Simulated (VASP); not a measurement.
Given:

```yaml
crystal:
  lattice:
    - [0.00000, 1.80378, 1.80378]
    - [1.80378, 0.00000, 1.80378]
    - [1.80378, 1.80378, 0.00000]
  atoms:
    - { symbol: B, position: [0.00000, 0.00000, 0.00000] }
    - { symbol: N, position: [0.19456, 0.30544, 0.30544] }
```

Level of theory: PBEsol GGA, VASP's PBE PAW potentials (set 64) (plane waves; VASP 6.6.1). Run with 600 eV cut-off, 12×12×12 Γ-centred mesh, Gaussian smearing of 0.050 eV, potentials B N.

### Question
Estimate the energy per atom (σ→0), pressure, largest force, band gap (on the k-mesh) with the smallest direct gap where there is one.

### Answer

```json
{
  "band gap (on the k-mesh)": "2.60 eV",
  "smallest direct gap (on the k-mesh)": "6.95 eV",
  "energy per atom (σ→0)": "-862.5 kJ/mol-atom",
  "pressure": "11.31 GPa",
  "largest_force": "4.504 eV/Å"
}
```

The compound is BN in the zinc blende structure. This cell was strained or had an atom moved on purpose.
